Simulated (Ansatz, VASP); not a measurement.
One calculation of ReB3, two programs

INCAR

```
SYSTEM = ReB3
  PREC = Accurate
  ENCUT = 520
  EDIFF = 1E-7
  ISMEAR = 0
  SIGMA = 0.1
  LREAL = .FALSE.
  LASPH = .TRUE.
  NELM = 60
  ALGO = Fast
  ISIF = 2
  LWAVE = .FALSE.
  LCHARG = .FALSE.
  GGA = PE
  NBANDS = 16
```

KPOINTS

```
Automatic mesh
0
G
  6 6 6
  0 0 0
```

The input POSCAR:

```
ReB3
1.0
    0.0000000000      2.5898783100      2.5898783100
    2.5898783100      0.0000000000      2.5898783100
    2.5898783100      2.5898783100      0.0000000000
Re B
1 3
Direct
    0.5000000000      0.5000000000      0.5000000000
    0.2500000000      0.2500000000      0.2500000000
    0.7500000000      0.7500000000      0.7500000000
    0.0000000000      0.0000000000      0.0000000000
```

Input for Ansatz:

```yaml
crystal:
  lattice:
    - [0.0, 2.58987831, 2.58987831]
    - [2.58987831, 0.0, 2.58987831]
    - [2.58987831, 2.58987831, 0.0]
  atoms:
    - { symbol: Re, position: [0.5, 0.5, 0.5] }
    - { symbol: B, position: [0.25, 0.25, 0.25] }
    - { symbol: B, position: [0.75, 0.75, 0.75] }
    - { symbol: B, position: [0.0, 0.0, 0.0] }
basis:
  ecutwfc: 420
kpoints:
  mp_grid: { grid: [6, 6, 6] }
hamiltonian:
  xc: pbe
scf:
  occupations: { method: gaussian, width: 0.1 }
  lower_state_search: "off"
output:
  forces: true
  stress: true
  eigenvalues: true
```

Alike in both runs: task single point; functional PBE; k mesh 6 × 6 × 6; occupations gaussian, width 0.1 eV; no spin polarisation.

|  | VASP | Ansatz |
| --- | --- | --- |
| version | VASP 6.6.1 | Ansatz 0.2.0 |
| potentials or method | VASP PAW PBE potentials, release 64 (Re, B) | scalar-relativistic, plane waves, PAW |
| plane-wave cutoff (eV) | 520 | 420 |
| valence electrons in the cell | 16 | 24 |

Ansatz gave:

```
gap on the k mesh at the Fermi level (eV) : none
pressure (GPa)                            : 1.4
```

Task: What did VASP give for the same quantities?

Result: gap on the k mesh at the Fermi level (eV): none; pressure (GPa): 3.2.

A gap of «none» marks a metal or a gap that the smearing closes. The two sets of potentials don't hold the same shells in valence.

Spin-orbit coupling is left out, which matters for the levels of Re.
